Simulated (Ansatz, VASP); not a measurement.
# Cross-check of Zr (Zirconium) between VASP and Ansatz, part 2 of 2

Aim: how closely do two programs agree when they are given the same cell, functional and k mesh? The cell is taken from a series of runs on this material, whose earlier steps may have relaxed, scaled, displaced or heated it; both programs get it as it stands.

VASP 6.6.1 and Ansatz 0.2.0.

So far: Starting point; Ansatz: zone-centre phonons, PBEsol.

**3. VASP: zone-centre phonons, PBEsol**

Level of this step: PBEsol; plane waves and PAW (Zr_sv) (VASP).

The same cell, functional, mesh and smearing now go to VASP, with its own data sets.

Lines of VASP's logs that name or quote its potential files are left out, and so is its time.

Input file INCAR:

```
SYSTEM = Zr
PREC = Accurate
ENCUT = 500
EDIFF = 1E-08
NELM = 120
ISMEAR = 1
SIGMA = 0.2
LREAL = .FALSE.
ALGO = Normal
GGA = PS
NBANDS = 18
LASPH = .TRUE.
LORBIT = 11
LWAVE = .FALSE.
LCHARG = .FALSE.
ISIF = 2
IBRION = 8
GGA_COMPAT = .FALSE.
KPAR = 2
```

Input file POSCAR:

```
Zr
1.0
    3.2320000000      0.0000000000      0.0000000000
   -1.6160000000      2.7989941050      0.0000000000
    0.0000000000      0.0000000000      5.1470000000
Zr
2
Direct
    0.3333333333      0.6666666667      0.2500000000
    0.6666666667      0.3333333333      0.7500000000
```

Input file KPOINTS:

```
Automatic mesh
0
Gamma
18 18 10
0 0 0
```

Potentials, in the order of the species: Zr_sv (PBE family, release 64).

Command:

```console
> mpirun -np 2 vasp_std
```

Numbers of over 12 decimals in the logs are rounded to 6 here.

Output:

```text
[banner, memory and clock lines left out]
running    2 mpi-ranks, on    1 nodes
 distrk:  each k-point on    1 cores,    2 groups
 distr:  one band on    1 cores,    1 groups

 POSCAR found type information on POSCAR Zr
 POSCAR found :  1 types and       2 ions
|                                                                             |
|               ----> ADVICE to this user running VASP <----                  |
|                                                                             |
|     You enforced a specific xc type in the INCAR file but a different       |
|     [... a line on the potential file left out ...]
|     I HOPE YOU KNOW WHAT YOU ARE DOING!                                     |
|                                                                             |

 LDA part: xc-table for (Slater+PW92), standard interpolation
 POSCAR, INCAR and KPOINTS ok, starting setup
 FFT: planning ... GRIDC
 FFT: planning ... GRID_SOFT
 FFT: planning ... GRID
 WAVECAR not read
 entering main loop
       N       E                     dE             d eps       ncg     rms          rms(c)
DAV:   1     0.209155995779E+03    0.20916E+03   -0.13093E+04  8000   0.128E+03
DAV:   2    -0.366044118656E+01   -0.21282E+03   -0.20959E+03  9504   0.375E+02
DAV:   3    -0.186079128216E+02   -0.14947E+02   -0.14812E+02 14388   0.719E+01
DAV:   4    -0.189747431906E+02   -0.36683E+00   -0.36640E+00  9482   0.117E+01
DAV:   5    -0.189867867150E+02   -0.12044E-01   -0.12037E-01 11958   0.143E+00    0.150E+01
DAV:   6    -0.182844751899E+02    0.70231E+00   -0.10624E+00  8706   0.794E+00    0.590E+00
DAV:   7    -0.181412286600E+02    0.14325E+00   -0.68009E-01 11482   0.545E+00    0.116E+00
DAV:   8    -0.181446219375E+02   -0.33933E-02   -0.35953E-02 10470   0.153E+00    0.296E-01
DAV:   9    -0.181449049284E+02   -0.28299E-03   -0.19407E-03 10220   0.406E-01    0.272E-02
DAV:  10    -0.181448799637E+02    0.24965E-04   -0.59811E-05 11810   0.433E-02    0.242E-02
DAV:  11    -0.181448800238E+02   -0.60089E-07   -0.10079E-05  8856   0.370E-02    0.217E-03
DAV:  12    -0.181448801318E+02   -0.10796E-06   -0.37684E-07 10910   0.430E-03    0.212E-03
DAV:  13    -0.181448799348E+02    0.19700E-06   -0.37873E-08  8008   0.141E-03    0.725E-04
DAV:  14    -0.181448798908E+02    0.43979E-07   -0.50713E-09  5028   0.846E-04    0.225E-04
DAV:  15    -0.181448798978E+02   -0.70381E-08   -0.88738E-10  4812   0.316E-04
   1 F= -.18144880E+02 E0= -.18145585E+02  d E =0.211423E-02
 Linear response reoptimize wavefunctions to high precision
DAV:   1    -0.181448798999E+02   -0.20063E-08   -0.39866E-10  4972   0.215E-04
DAV:   2    -0.181448798999E+02   -0.13642E-10   -0.13649E-10  4686   0.887E-05
 Linear response DOF=           2
 Linear response progress:
  Degree of freedom:   1/  2
       N       E                     dE             d eps       ncg     rms          rms(c)
RMM:   1    -0.677472063576E+00   -0.67747E+00    0.27568E+00 37978   0.134E+01
RMM:   2    -0.629474496499E+00    0.47998E-01   -0.23903E-01 57263   0.270E+00    0.239E-01
RMM:   3    -0.630826337244E+00   -0.13518E-02   -0.38492E-02 70321   0.979E-01    0.772E-02
RMM:   4    -0.633086962800E+00   -0.22606E-02   -0.50255E-03 85606   0.357E-01    0.261E-02
RMM:   5    -0.633705728817E+00   -0.61877E-03   -0.97503E-04 84800   0.154E-01    0.180E-02
RMM:   6    -0.633761947795E+00   -0.56219E-04   -0.23209E-04 90838   0.670E-02    0.198E-02
RMM:   7    -0.633731363683E+00    0.30584E-04   -0.76803E-05 88387   0.368E-02    0.919E-03
RMM:   8    -0.633644365266E+00    0.86998E-04   -0.28056E-05 84352   0.238E-02    0.136E-02
RMM:   9    -0.633606830654E+00    0.37535E-04   -0.11098E-05 87005   0.127E-02    0.104E-02
RMM:  10    -0.633598221679E+00    0.86090E-05   -0.58885E-06 85929   0.107E-02    0.314E-03
RMM:  11    -0.633598101558E+00    0.12012E-06   -0.59163E-06 92737   0.597E-03    0.130E-03
RMM:  12    -0.633601523459E+00   -0.34219E-05   -0.42206E-06 92975   0.358E-03    0.466E-04
RMM:  13    -0.633603581789E+00   -0.20583E-05   -0.26255E-06 91412   0.262E-03    0.297E-04
RMM:  14    -0.633603386309E+00    0.19548E-06   -0.17943E-06 90634   0.189E-03    0.528E-05
[...]
RMM:  18    -0.633602957095E+00    0.15377E-06   -0.36949E-07 86442   0.835E-04    0.643E-05
RMM:  19    -0.633602792074E+00    0.16502E-06   -0.29315E-07 82252   0.750E-04    0.114E-05
RMM:  20    -0.633602962120E+00   -0.17005E-06   -0.20732E-07 87355   0.647E-04    0.180E-05
RMM:  21    -0.633602987184E+00   -0.25064E-07   -0.13009E-07 92094   0.575E-04    0.249E-05
RMM:  22    -0.633603002085E+00   -0.14901E-07   -0.11204E-07 90889   0.520E-04    0.312E-05
RMM:  23    -0.633603024007E+00   -0.21922E-07   -0.81366E-08 89147   0.477E-04    0.382E-05
RMM:  24    -0.633602991261E+00    0.32746E-07   -0.69759E-08 81922   0.443E-04    0.361E-05
RMM:  25    -0.633602972422E+00    0.18839E-07   -0.55385E-08 86506   0.410E-04    0.368E-05
 first order change of Fermi-energy   0.12514E-04
 force on displaced ion       1 direction 1 :  -0.879   0.000   0.000
 Linear response progress:
  Degree of freedom:   2/  2
       N       E                     dE             d eps       ncg     rms          rms(c)
RMM:   1    -0.790441197427E+00   -0.79044E+00    0.29603E+00 12950   0.135E+01
RMM:   2    -0.741398556203E+00    0.49043E-01   -0.25900E-01 19352   0.275E+00    0.254E-01
RMM:   3    -0.744541798936E+00   -0.31432E-02   -0.45015E-02 23566   0.993E-01    0.871E-02
RMM:   4    -0.747265814211E+00   -0.27240E-02   -0.53574E-03 26839   0.358E-01    0.331E-02
RMM:   5    -0.747602696642E+00   -0.33688E-03   -0.89173E-04 28397   0.154E-01    0.208E-02
RMM:   6    -0.747554801532E+00    0.47895E-04    0.18400E-04 29309   0.690E-02    0.176E-02
RMM:   7    -0.747398183766E+00    0.15662E-03    0.34614E-05 29040   0.396E-02    0.519E-03
RMM:   8    -0.747409728825E+00   -0.11545E-04   -0.62744E-05 29071   0.211E-02    0.155E-03
RMM:   9    -0.747386478230E+00    0.23251E-04    0.42644E-06 30294   0.118E-02    0.359E-04
RMM:  10    -0.747387606721E+00   -0.11285E-05   -0.70139E-06 30898   0.667E-03    0.336E-04
RMM:  11    -0.747389491998E+00   -0.18853E-05   -0.14356E-05 30608   0.412E-03    0.160E-04
RMM:  12    -0.747391914235E+00   -0.24222E-05   -0.16189E-05 29838   0.301E-03    0.789E-05
RMM:  13    -0.747391362233E+00    0.55200E-06   -0.65275E-06 30514   0.219E-03    0.477E-05
RMM:  14    -0.747392300366E+00   -0.93813E-06   -0.63920E-06 29377   0.171E-03    0.424E-05
RMM:  15    -0.747392261098E+00    0.39268E-07   -0.56872E-06 30386   0.136E-03    0.329E-05
RMM:  16    -0.747392281884E+00   -0.20786E-07   -0.36145E-06 30767   0.110E-03    0.432E-05
RMM:  17    -0.747392096468E+00    0.18542E-06   -0.26378E-06 28087   0.925E-04    0.875E-05
RMM:  18    -0.747392186279E+00   -0.89811E-07   -0.21914E-06 30092   0.772E-04    0.932E-05
RMM:  19    -0.747392077046E+00    0.10923E-06   -0.12680E-06 28640   0.662E-04    0.111E-04
RMM:  20    -0.747392188757E+00   -0.11171E-06   -0.17330E-06 29559   0.570E-04    0.117E-04
RMM:  21    -0.747392261874E+00   -0.73118E-07   -0.20293E-06 28422   0.499E-04    0.121E-04
RMM:  22    -0.747392304298E+00   -0.42424E-07   -0.20520E-06 29069   0.441E-04    0.125E-04
 first order change of Fermi-energy  -0.13942E-03
 force on displaced ion       1 direction 3 :  -0.000  -0.000  -3.582
 Linear response finished
```

Parts of OUTCAR (step 3):

```text
ion  position               nearest neighbor table
   1  0.333  0.667  0.250-   2 3.18   2 3.18   2 3.18   2 3.18   2 3.18   2 3.18
   2  0.667  0.333  0.750-   1 3.18   1 3.18   1 3.18   1 3.18   1 3.18   1 3.18

  LATTYP: Found a hexagonal cell.
 ALAT       =     3.2320000000
 C/A-ratio  =     1.5925123762

 Subroutine GETGRP returns: Found 24 space group operations
 (whereof 12 operations were pure point group operations)

The static configuration has the point symmetry D_3d.
 The point group associated with its full space group is D_6h.

 Found    222 irreducible k-points:

   k-points           NKPTS =    222   k-points in BZ     NKDIM =    222   number of bands    NBANDS=     18

   dimension x,y,z NGX =    24 NGY =   24 NGZ =   40
   dimension x,y,z NGXF=    48 NGYF=   48 NGZF=   80

   ENCUT  =  500.0 eV  36.75 Ry    6.06 a.u.   5.89  5.89  9.38*2*pi/ulx,y,z

   NELECT =      24.0000    total number of electrons

 k-points in reciprocal lattice and weights: Automatic mesh
   0.00000000  0.00000000  0.00000000       0.000
   0.05555556  0.00000000  0.00000000       0.002
   0.11111111  0.00000000  0.00000000       0.002
   0.16666667  0.00000000  0.00000000       0.002
   0.22222222  0.00000000  0.00000000       0.002
   0.27777778  0.00000000  0.00000000       0.002
   0.33333333  0.00000000  0.00000000       0.002
   0.38888889  0.00000000  0.00000000       0.002
   0.44444444  0.00000000  0.00000000       0.002
[...]
0.33333333  0.27777778  0.50000000       0.004
   0.33333333  0.33333333  0.50000000       0.001

 average (electrostatic) potential at core
       1 -74.4549       2 -74.4549

  Total       -0.9835831     -0.9835831     -0.8712613      0.0000000      0.0000000      0.0000000
  in kB      -33.8449687    -33.8449687    -29.9799908      0.0000000      0.0000000      0.0000000
  external PRESSURE =     -32.5566428 kB  Pullay stress =       0.0000000 kB

  energy-cutoff  :      500.00
  volume of cell :       46.56
      direct lattice vectors                 reciprocal lattice vectors
     3.232000000  0.000000000  0.000000000     0.309405941  0.178635603  0.000000000
    -1.616000000  2.798994105  0.000000000     0.000000000  0.357271206  0.000000000
     0.000000000  0.000000000  5.147000000     0.000000000  0.000000000  0.194287935

 POSITION                                       TOTAL-FORCE (eV/Angst)
 -----------------------------------------------------------------------------------
     -0.00000      1.86600      1.28675        -0.000000      0.000000      0.000000
      1.61600      0.93300      3.86025         0.000000     -0.000000      0.000000
 -----------------------------------------------------------------------------------
    total drift:                               -0.000000      0.000000     -0.000000

 Eigenvectors and eigenvalues of the dynamical matrix
 ----------------------------------------------------

   1 f  =    4.381065 THz    27.527046 2PiTHz  146.136615 cm-1    18.118623 meV
             X         Y         Z           dx          dy          dz
     -0.000000  1.865996  1.286750     0.000000    0.000000   -0.707107
      1.616000  0.932998  3.860250     0.000000    0.000000    0.707107

   2 f  =    2.170578 THz    13.638145 2PiTHz   72.402695 cm-1     8.976786 meV
             X         Y         Z           dx          dy          dz
     -0.000000  1.865996  1.286750     0.707107    0.000000    0.000000
      1.616000  0.932998  3.860250    -0.707107    0.000000    0.000000

   3 f  =    2.170578 THz    13.638145 2PiTHz   72.402695 cm-1     8.976786 meV
             X         Y         Z           dx          dy          dz
     -0.000000  1.865996  1.286750     0.000000   -0.707107    0.000000
      1.616000  0.932998  3.860250     0.000000    0.707107    0.000000

   4 f  =    0.000000 THz     0.000000 2PiTHz    0.000000 cm-1     0.000000 meV
             X         Y         Z           dx          dy          dz
     -0.000000  1.865996  1.286750    -0.434825   -0.557609    0.000000
      1.616000  0.932998  3.860250    -0.434825   -0.557609    0.000000

   5 f  =    0.000000 THz     0.000000 2PiTHz    0.000000 cm-1     0.000000 meV
             X         Y         Z           dx          dy          dz
     -0.000000  1.865996  1.286750     0.000000    0.000000    0.707107
      1.616000  0.932998  3.860250     0.000000    0.000000    0.707107

   6 f/i=    0.000000 THz     0.000000 2PiTHz    0.000001 cm-1     0.000000 meV
             X         Y         Z           dx          dy          dz
     -0.000000  1.865996  1.286750    -0.557609    0.434825    0.000000
      1.616000  0.932998  3.860250    -0.557609    0.434825    0.000000

 ELASTIC MODULI CONTR FROM IONIC RELAXATION (kBar)
 Direction    XX          YY          ZZ          XY          YZ          ZX
 --------------------------------------------------------------------------------
 XX         -48.3755     48.3755      0.0000     -0.0000      0.0000      0.0000
 YY          48.3755    -48.3755     -0.0000      0.0000     -0.0000      0.0000
 ZZ           0.0000     -0.0000     -0.0000      0.0000     -0.0000      0.0000
 XY          -0.0000      0.0000      0.0000    -48.3755      0.0000      0.0000
 YZ           0.0000     -0.0000     -0.0000      0.0000     -0.0000      0.0000
 ZX           0.0000      0.0000      0.0000      0.0000      0.0000      0.0000
 --------------------------------------------------------------------------------
```

**4. Comparison**

Known differences besides the potentials themselves: the cutoff is 420 eV in Ansatz and 500 eV in VASP; Ansatz makes its cores anew for this functional, VASP keeps those of its PBE data sets. Total energies have different zeros and are not compared.

The two programs side by side:

```
                  quantity  Ansatz   VASP  difference
optical mode 1 to 2 (cm⁻¹)    71.9   72.4     -0.72 %
     optical mode 3 (cm⁻¹)   144.0  146.1     -1.46 %
```

Modes are paired by rising frequency, not by their patterns, so a pair may set unlike modes beside each other; they are those without the splitting of longitudinal modes.

**5. Results**

```
r.m.s. difference of the optical zone-centre modes, each program's sorted by frequency (zone-centre phonons, PBEsol) : 1.3 cm⁻¹
difference in optical mode 3 (zone-centre phonons, PBEsol)                                                           : -1.5 %
```

What this shows: The r.m.s. difference of the optical zone-centre modes, each program's sorted by frequency is 1.3 cm⁻¹ (zone-centre phonons, PBEsol). Among the rows given in per cent, the largest difference of the zone-centre phonons, PBEsol pair is in optical mode 3, -1.5 %. How closely two codes agree says nothing of how well the functional describes the real material.

[Lines on the potential files, build, host, timing and source positions are cut from VASP's logs without a mark.]

[Logs are printed without paths, hosts, clocks, repeated set-up lines and the standing remarks that a program may print on its own settings, such as how far it seeks lower states.]

[Hosts, paths, dates, database ids (printed as entryN), source tags and the programs' standing remarks are cut or masked in the printed files.]
